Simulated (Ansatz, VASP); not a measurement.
## One calculation of AlIn2, two programs

```
Al In
1.0
     5.37418    0.00000    0.00000
    -2.68709    4.65417    0.00000
     0.00000    0.00000    2.92030
Al In
1 2
Direct
  0.00000 0.00000 0.50000
  0.33333 0.66667 0.50000
  0.66667 0.33333 0.50000
```

Alike in both runs: task relaxation of cell and atoms; functional PBE; k mesh 6 × 6 × 6; occupations gaussian, width 0.1 eV; no spin polarisation.

|  | VASP | Ansatz |
| --- | --- | --- |
| version | VASP 6.6.1 | Ansatz 0.2.0 |
| potentials or method | VASP PAW PBE potentials, release 64 (Al, In_d) | scalar-relativistic, plane waves, PAW |
| plane-wave cutoff (eV) | 600 | 420 |
| valence electrons in the cell | 29 | 29 |

|  | VASP | Ansatz | Ansatz less VASP |
| --- | --- | --- | --- |
| gap on the k mesh at the Fermi level, each at its own relaxed structure (eV) | none | none | - |
| relaxed volume (Å³/atom) | 25.15 | 25.31 | +0.163 |
| relaxed cell length with the largest relative difference (Å) | 5.330 | 5.357 | +0.0271 |
| energy change over the relaxation (meV/atom) | -13 | -13 | 0.0 |

A gap of «none» marks a metal or a gap that the smearing closes.
